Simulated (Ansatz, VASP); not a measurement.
# Au in two plane-wave programs

Wanted: the spread between two codes on one cell, functional and k mesh.

Method: plane waves, with VASP 6.6.1 beside it; single point at PBEsol, in Ansatz 0.2.0.

## Step 1: The structure

It takes space group Fm-3m (No. 225, cubic). Conventional cell: a = 4.082 Å, b = 4.082 Å, c = 4.082 Å, α = 90.00°, β = 90.00°, γ = 90.00°. Nearest to Au lie 12 Au at 2.89 Å.

Coordinates:

```cif
data_structure
_symmetry_space_group_name_H-M 'Fm-3m'
_symmetry_Int_Tables_number 225
_cell_length_a 4.0824
_cell_length_b 4.0824
_cell_length_c 4.0824
_cell_angle_alpha 90.000
_cell_angle_beta 90.000
_cell_angle_gamma 90.000
_cell_volume 68.04
loop_
_atom_site_label
_atom_site_type_symbol
_atom_site_symmetry_multiplicity
_atom_site_Wyckoff_symbol
_atom_site_fract_x
_atom_site_fract_y
_atom_site_fract_z
_atom_site_occupancy
Au1 Au 4 a 0.00000 0.00000 0.00000 1
```

## Step 2: VASP: single point, PBEsol

With cell and atoms fixed, the geometry can't cause a difference; cores, projectors, grids and the points listed under the comparison can.

Lines of VASP's logs that name or quote its potential files are left out, and so is its time.

INCAR

```
SYSTEM = Au
PREC = Accurate
ENCUT = 450
EDIFF = 1E-08
NELM = 100
ISMEAR = -1
SIGMA = 0.1
LREAL = .FALSE.
ALGO = Normal
GGA = PS
NBANDS = 13
LASPH = .TRUE.
LORBIT = 11
LWAVE = .FALSE.
LCHARG = .FALSE.
KPAR = 2
ISIF = 2
```

POSCAR

```
Au
1.0
    0.0000000000      2.0411959244      2.0411959244
    2.0411959244      0.0000000000      2.0411959244
    2.0411959244      2.0411959244      0.0000000000
Au
1
Direct
    0.0000000000      0.0000000000      0.0000000000
```

KPOINTS

```
Automatic mesh
0
Gamma
32 32 32
0 0 0
```

Potentials, in the order of the species: Au (PBE family, release 64).

The run is started by

```
> mpirun -np 2 vasp_std
```

Numbers of over 12 decimals in the logs are rounded to 6 here.

Output:

```text
[banner, memory and clock lines left out]
running    2 mpi-ranks, on    1 nodes
 distrk:  each k-point on    1 cores,    2 groups
 distr:  one band on    1 cores,    1 groups

 POSCAR found type information on POSCAR Au
 POSCAR found :  1 types and       1 ions
|                                                                             |
|               ----> ADVICE to this user running VASP <----                  |
|                                                                             |
|     You enforced a specific xc type in the INCAR file but a different       |
|     [... a line on the potential file left out ...]
|     I HOPE YOU KNOW WHAT YOU ARE DOING!                                     |
|                                                                             |

 LDA part: xc-table for (Slater+PW92), standard interpolation
 POSCAR, INCAR and KPOINTS ok, starting setup
 FFT: planning ... GRIDC
 FFT: planning ... GRID_SOFT
 FFT: planning ... GRID
 WAVECAR not read
 entering main loop
       N       E                     dE             d eps       ncg     rms          rms(c)
DAV:   1     0.443886384231E+02    0.44389E+02   -0.50030E+03 24746   0.663E+02
DAV:   2    -0.362246420980E+01   -0.48011E+02   -0.45220E+02 28972   0.168E+02
DAV:   3    -0.426690387650E+01   -0.64444E+00   -0.64381E+00 28577   0.184E+01
DAV:   4    -0.426909423015E+01   -0.21904E-02   -0.21903E-02 28247   0.124E+00
DAV:   5    -0.426910980513E+01   -0.15575E-04   -0.15575E-04 28832   0.968E-02    0.964E+00
DAV:   6    -0.395452916817E+01    0.31458E+00   -0.81271E-01 26477   0.682E+00    0.596E+00
DAV:   7    -0.393173033935E+01    0.22799E-01   -0.70905E-02 28897   0.201E+00    0.288E+00
DAV:   8    -0.392873718505E+01    0.29932E-02   -0.17226E-03 25842   0.359E-01    0.318E-01
DAV:   9    -0.392872196558E+01    0.15219E-04   -0.10525E-05 27737   0.271E-02    0.106E-02
DAV:  10    -0.392872506736E+01   -0.31018E-05   -0.11689E-06 27937   0.770E-03    0.985E-04
DAV:  11    -0.392872518025E+01   -0.11289E-06   -0.73491E-08 28460   0.207E-03    0.456E-04
DAV:  12    -0.392872517213E+01    0.81130E-08   -0.84825E-10 16561   0.258E-04
   1 F= -.39287252E+01 E0= -.39242168E+01  d E =-.901681E-02
```

From OUTCAR (step 2):

```text
ion  position               nearest neighbor table
   1  0.000  0.000  0.000-

  LATTYP: Found a face centered cubic cell.
 ALAT       =     4.0823918488

 Subroutine GETGRP returns: Found 48 space group operations
 (whereof 48 operations were pure point group operations)

The static configuration has the point symmetry O_h .

 Found    897 irreducible k-points:

   k-points           NKPTS =    897   k-points in BZ     NKDIM =    897   number of bands    NBANDS=     13

   dimension x,y,z NGX =    20 NGY =   20 NGZ =   20
   dimension x,y,z NGXF=    40 NGYF=   40 NGZF=   40

   ENCUT  =  450.0 eV  33.07 Ry    5.75 a.u.   4.99  4.99  4.99*2*pi/ulx,y,z

   NELECT =      11.0000    total number of electrons

 k-points in reciprocal lattice and weights: Automatic mesh
   0.00000000  0.00000000  0.00000000       0.000
   0.03125000  0.00000000  0.00000000       0.000
   0.06250000  0.00000000  0.00000000       0.000
   0.09375000  0.00000000  0.00000000       0.000
   0.12500000  0.00000000  0.00000000       0.000
   0.15625000  0.00000000  0.00000000       0.000
   0.18750000  0.00000000  0.00000000       0.000
   0.21875000  0.00000000  0.00000000       0.000
   0.25000000  0.00000000  0.00000000       0.000
[...]
-0.28125000  0.50000000  0.21875000       0.000
  -0.25000000  0.50000000  0.25000000       0.000

 average (electrostatic) potential at core
       1 -64.0569

 E-fermi :   9.3252

 k-point     1 :       0.0000    0.0000    0.0000
  band No.  band energies     occupation
    ...
      2       4.6197      2.00000
      3       4.6197      2.00000
      4       4.6197      2.00000
      5       6.1545      2.00000
      6       6.1545      2.00000
      7      23.8076      0.00000
      8      27.8130      0.00000
      9      27.8130      0.00000
     10      27.8130      0.00000
     11      32.6862      0.00000
    ...

 k-point     2 :       0.0312    0.0000    0.0000
  band No.  band energies     occupation
    ...
      2       4.6079      2.00000
      3       4.6319      2.00000
      4       4.6319      2.00000
      5       6.1487      2.00000
      6       6.1487      2.00000
      7      23.8498      0.00000
      8      27.5639      0.00000
      9      27.8544      0.00000
     10      27.8544      0.00000
     11      32.9193      0.00000
    ...

 k-point     3 :       0.0625    0.0000    0.0000
  band No.  band energies     occupation
    ...
      2       4.5743      2.00000
      3       4.6670      2.00000
      4       4.6670      2.00000
      5       6.1328      2.00000
      6       6.1328      2.00000
      7      23.9698      0.00000
      8      26.9322      0.00000
      9      27.9764      0.00000
     10      27.9764      0.00000
     11      33.4094      0.00000
    ...

  Total       -0.0122073     -0.0122073     -0.0122073      0.0000000      0.0000000     -0.0000000
  in kB       -1.1498594     -1.1498594     -1.1498594      0.0000000      0.0000000     -0.0000000
  external PRESSURE =      -1.1498594 kB  Pullay stress =       0.0000000 kB

  energy-cutoff  :      450.00
  volume of cell :       17.01
      direct lattice vectors                 reciprocal lattice vectors
     0.000000000  2.041195924  2.041195924    -0.244954438  0.244954438  0.244954438
     2.041195924  0.000000000  2.041195924     0.244954438 -0.244954438  0.244954438
     2.041195924  2.041195924  0.000000000     0.244954438  0.244954438 -0.244954438

 POSITION                                       TOTAL-FORCE (eV/Angst)
 -----------------------------------------------------------------------------------
      0.00000      0.00000      0.00000         0.000000      0.000000      0.000000
 -----------------------------------------------------------------------------------
    total drift:                               -0.000000     -0.000000     -0.000000

  FREE ENERGIE OF THE ION-ELECTRON SYSTEM (eV)
  ---------------------------------------------------
  free  energy   TOTEN  =        -3.9287251721 eV

  energy  without entropy=       -3.9197083641  energy(sigma->0) =       -3.92421677

 total charge
# of ion       s       p       d       tot
------------------------------------------
    1        0.536   0.361   8.748   9.645

[... 3 further parts left out ...]
```

The run ends at a pressure of -0.11 GPa.

## Step 3: Ansatz: single point, PBEsol

Ansatz runs on its default PAW (the set named soft_2) files.

The same cell, functional, mesh and smearing now go to Ansatz, which takes its cutoff from its data sets.

input.yaml

```yaml
crystal:
  lattice:
    - [0.0, 2.0411959244, 2.0411959244]
    - [2.0411959244, 0.0, 2.0411959244]
    - [2.0411959244, 2.0411959244, 0.0]
  atoms:
    - { symbol: Au, position: [0.0, 0.0, 0.0] }
hamiltonian:
  xc: pbesol
  pseudopotentials: { kind: paw }
kpoints:
  mp_grid: { grid: [32, 32, 32] }
scf:
  occupations: { method: fermi_dirac, width: 0.1 }
  n_extra_bands: 4
output:
  forces: true
  stress: true
  eigenvalues: true
  write_density: true
  write_potential: true
  elf: true
  volumetric_format: npy
```

The run is started by

```
> ansatz run input.yaml --threads 2 --pin off --max-ram 4608MiB --backend cpu --events-out ev --progress --plain --runs-dir out
```

Output:

```text
scf.n_extra_bands = 4 over 10 filled bands (N_el = 19.0): the run solves 14 bands
Engine: ansatz 0.2.0, aarch64-unknown-linux-gnu
Pseudopotentials: kind: paw
Pseudopotential: Au, paw, valence charge 19, recommended cutoff 420 eV (normal), Au.paw.azcp
Functional definition: PBEsol
  exchange = pbesol_x
  correlation = pbesol_c
Crystal: 1 atoms, lattice volume = 17.009 Å³
Basis set: ecut = 420 eV, 331 PW (Γ), exchange–correlation on 40×40×40 points (8 copies of the dense FFT grid, shifted against one another)
Bands: 14, of which v1, the nominal top of the filled ones, is band 10 counted from 1 (9 counted from 0)
Symmetry: 48 space group operations
Space group: Fm-3m (ITA 225), of the structure as read, at distance tolerance 2.6e-5 Å
k-points: 897 of 32768
Non-local potential: Au, projectors of the file, l = 0: 3, l = 1: 2, l = 2: 2, l = 3: 1
PAW form: soft (Blöchl's): semilocal exchange-correlation on the pseudo side does not see the compensation charge
PAW frozen core: Au, regenerated for the run's functional, and the local potential with it (the file was generated under x = pbe(κ = 0.804, μ = 0.219515), c = pbe(β = 0.066725))
PAW one-centre angular grid: Au, 590 points (default); XC on 64 Gauss nodes
Initial density: superposition of atomic densities (neutral atoms: chi_scale 0, normalization atom), corrected by the library's trained network
Initial wavefunctions: pseudopotential atomic-orbital guess
Functional: x = pbesol(κ = 0.804, μ = 0.123457), c = pbesol(β = 0.046)
SCF iter   1: F=—  HF=-13007.106050 eV  |F-HF|=—  |Δ(HF+E_count)|=         —  Δρ=6.36e-3  dr2=6.39e-3  ethr=1.77e-3  ⟨swp⟩=4.7  Hψ=63089  notcnv=0
preconditioner: auto → none  [metal: Δε(μ)=0.002 eV  Ē_g=15.978 eV  σ=0.100 eV  W_gap=0.00  n_scr=8 (ndim 8)  ℏωp=29.9 eV  f_vac=0.000  D(μ)=0.27/eV (n_scr^D=0)  sad-step TF]
SCF iter   2: F=—  HF=-13007.104561 eV  |F-HF|=—  |Δ(HF+E_count)|=   1.49e-3  Δρ=2.78e-3  dr2=1.14e-3  ethr=3.36e-5  ⟨swp⟩=1.0  Hψ=19740  notcnv=0
SCF iter   3: F=—  HF=-13007.104242 eV  |F-HF|=—  |Δ(HF+E_count)|=   3.19e-4  Δρ=4.11e-4  dr2=1.09e-5  ethr=5.99e-6  ⟨swp⟩=2.1  Hψ=16740  notcnv=0
SCF iter   4: F=—  HF=-13007.104248 eV  |F-HF|=—  |Δ(HF+E_count)|=   5.70e-6  Δρ=4.43e-5  dr2=1.52e-7  ethr=5.75e-8  ⟨swp⟩=2.5  Hψ=19392  notcnv=0
iter 5 did not close the SCF: its close was put off for the readings that it lacked (scf_convergence_deferred on its scf_iter line)
SCF iter   5: F=-13007.104248 eV  HF=-13007.104248 eV  |F-HF|=2.36e-11  |Δ(HF+E_count)|=   1.28e-7  Δρ=2.76e-6  dr2=5.22e-10  ethr=8.02e-10  ⟨swp⟩=2.5  Hψ=20804  notcnv=0
SCF iter   6: F=-13007.104248 eV  HF=-13007.104248 eV  |F-HF|=2.18e-11  |Δ(HF+E_count)|=  2.44e-10  Δρ=4.68e-7  dr2=3.06e-11  ethr=2.75e-12  ⟨swp⟩=4.4  Hψ=59757  notcnv=0
SCF 1 converged in 6 iterations: F = -13007.104248 eV  dr2 = 3.06e-11
  greatest PAW one-centre occupation: 1.001 electrons in one spin orbital (limit 2), on the Au atom at site 0 (counted from 0), in its partial waves of l = 0
SCF converged after 6 iterations
Free energy (F): -13007.104248 eV
Harris-Foulkes:  -13007.104248 eV  (|F-HF|=2.18e-11)
Internal energy: -13007.095226 eV  (E = F + TS)
E sigma→0 (E₀):  -13007.099737 eV
Entropy (-TS):   -0.009022 eV (-9.022 meV/atom)
Fermi energy:    20.521515 eV
--- Per-component energies (eV) ---
  E_band       = -209.507325
  E_kinetic    = 604.661178
  E_local      = -1703.074625  (includes V_loc(G=0)·N_el)
  E_nonlocal   = 77.628247
  E_hartree    = 724.745341
  E_xc         = -226.619987
  E_vxc        = -274.659413  (∫ρ·V_xc dr)
  E_paw        = -9565.702617  (= ΣΔE_a)
  E_vpaw       = -363.555125  (= ΣTr[D̂ρ^β])
  E_aug_tail   = 0.001434  (compensation charges beyond the density's cutoff)
  E_ewald      = -2919.043677
  E_core_change = 0.309479  (= ΣΔE_core)
  E_smearing   = -0.009022  (= −TS)
  E_closure    = 0.000000  (closes the sum)
  Σ components = -13007.104248   (vs F -13007.104248, Δ=0.00e0)
--- Forces (eV/Å), atoms counted from 1 ---
  atom   1  Au    -0.00000000     0.00000000    -0.00000000
  max |Σ_I F_I| component: 6.98e-32 eV/Å
--- Stress (GPa, compression-positive) ---
        0.060120       0.000000       0.000000
        0.000000       0.060120       0.000000
       -0.000000       0.000000       0.060120
  P = ⅓ Tr σ = 0.0601 GPa (0.601 kbar)
--- Band table (eV; the first three rows and the last of 897) ---
  k-point 0: bands = [... 6 lower, 15.8101, 15.8101, 17.3506, 17.3506, 34.9149, 38.9229, 38.9229, 38.9229]
  k-point 1: bands = [... 6 lower, 15.8223, 15.8223, 17.3448, 17.3448, 34.9570, 38.6781, 38.9643, 38.9643]
  k-point 2: bands = [... 6 lower, 15.8576, 15.8576, 17.3289, 17.3289, 35.0768, 38.0558, 39.0865, 39.0865]
  k-point 896: bands = [... 6 lower, 15.3275, 17.1886, 18.8898, 25.2035, 26.7686, 26.7686, 29.9084, 42.9853]
```

The job ended after 11 s (2 threads of Arm Neoverse N1, shared host; peak memory 0.45 GiB).

Reading the cycles: dr2 is the Hartree energy of the density residual (eV), the measure of convergence; HF is the Harris–Foulkes estimate of the energy, which meets the free energy F at convergence.

The run ends at a pressure of 0.06 GPa.

## Step 4: Differences

Known differences besides the potentials themselves: the data sets hold 19 valence electrons in Ansatz (default PAW (the set named soft_2) files) and 11 in VASP; the cutoff is 420 eV in Ansatz and 450 eV in VASP; Ansatz makes its cores anew for this functional, VASP keeps those of its PBE data sets. Total energies have different zeros and are not compared.

Both answers:

| quantity | Ansatz | VASP | difference |
| --- | --- | --- | --- |
| pressure (GPa) | 0.06 | -0.11 | +0.18 |

Ansatz's pressure holds a Pulay correction of 0.05 GPa; VASP's holds none.

## Step 5: Results

* difference in pressure (single point, PBEsol): 0.18 GPa

What this shows: The difference in pressure is 0.18 GPa (single point, PBEsol), within the 1 GPa picked in this series as the mark of a large difference. 1 further run of this series is not shown here. How closely two codes agree says nothing of how well the functional describes the real material.

[Lines on the potential files, build, host, timing and source positions are cut from VASP's logs without a mark.]

[Logs are printed without paths, hosts, clocks, repeated set-up lines and the standing remarks that a program may print on its own settings, such as how far it seeks lower states.]

[Hosts, paths, dates, database ids (printed as entryN), source tags and the programs' standing remarks are cut or masked in the printed files.]
